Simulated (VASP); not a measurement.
Input:

```
CELL_PARAMETERS angstrom
      0.00000     2.84924     2.84924
      2.84924     0.00000     2.84924
      2.84924     2.84924     0.00000
ATOMIC_POSITIONS crystal
  Al 0.00000 0.00000 0.00000
  As 0.25000 0.25000 0.25000
```

Calculation: PBE GGA with D3 dispersion (zero damping), VASP's PBE PAW potentials (set 64) (plane waves; VASP). Run with 520 eV cut-off, 7×7×7 Γ-centred mesh, Gaussian smearing of 0.050 eV, potentials Al As.

**Question.** What does the run give for the energy per atom (σ→0)?

**Answer.** 
```
Item                           Result
---------------------  --------------
energy per atom (σ→0)  -4.887 eV/atom
```

Total energies compare only between runs with the same potentials, cut-off and functional.

The compound is AlAs in the zinc blende structure. It was relaxed first. The start is the result of an earlier pass.
